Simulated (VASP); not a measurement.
Input:

```xyz
2
Lattice="0.0000 2.3812 2.3812 2.3812 0.0000 2.3812 2.3812 2.3812 0.0000" Properties=species:S:1:pos:R:3 pbc="T T T"
Na     0.0000     0.0000     0.0000
F      2.3812     2.3812     2.3812
```

Method: AM05 GGA, VASP's PBE PAW potentials (set 64) (plane waves; VASP). Settings: 520 eV cut-off, 10×10×10 Γ-centred mesh, Gaussian smearing of 0.050 eV, potentials Na_pv F.

### Question
Estimate the energy per atom (σ→0), pressure, band gap (on the k-mesh) with the smallest direct gap where there is one.

### Answer

```yaml
band gap (on the k-mesh): 5.96 eV
smallest direct gap (on the k-mesh): 5.96 eV
energy per atom (σ→0): -4.247 eV/atom
pressure: -2.19 GPa
```

Total energies compare only between runs with the same potentials, cut-off and functional.

The compound is NaF in the rock salt structure. This cell is one point of a volume scan, at 1.06 of the reference volume.
